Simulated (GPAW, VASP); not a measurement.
Fitting the PBE energy curve of K3Ge

The structure is cubic, space group Fm-3m (No. 225). The conventional cell has a = 8.622 Å, b = 8.622 Å, c = 8.622 Å, α = 90.00°, β = 90.00°, γ = 90.00°. Ge (site symmetry m-3m) has 8 K at 3.73 Å as nearest neighbours. Around K (site symmetry m-3m) lie 8 K at 3.73 Å. K (site symmetry -43m) is surrounded by 4 K at 3.73 Å and 4 Ge at 3.73 Å.

The cell comes from a database or a generator and needn't be the stable form of this composition.

The cell was scaled at fixed shape and fractions and run with GPAW, GPAW PAW data sets (gpaw-data 1.2.1), cutoff 600 eV; PBE, k mesh 6 × 6 × 6 on the cell of 4 atoms, fermi-dirac occupations of 0.05 eV, no spin polarisation, no spin-orbit coupling. Energies are those that the program minimises, any entropy of the smearing included. For a metal such a mesh isn't converged to the digits shown.

```csv
V (Å³/atom),energy over the lowest row (meV/atom)
37.6561,5.148
38.4573,2.365
39.2585,0.683
40.0597,0.000
40.8609,0.203
41.6621,?
42.4633,3.067
```

Question: Fit the third-order Birch-Murnaghan form, give V0, B0 and B′, and predict the energy left open.

Answer: With y = (V0/V)^(2/3), E = E0 + (9 V0 B0/16) [(y - 1)³ B′ + (y - 1)² (6 - 4y)]. Least squares through the rows shown give V0 = 40.2586 Å³/atom, E0 = -0.036 meV, B0 = 8.926 GPa (1 eV/Å³ = 160.218 GPa) and B′ = 3.53, with a largest miss of 0.008 meV. At V = 41.6621 the form with these constants gives 1.258 meV; the run gave 1.234 meV an atom. Other set-ups at this level, from all their volumes (Å³/atom, GPa): VASP, PBE PAW files Ge_d, K_sv, 520 eV: V0 40.373, B0 8.841.
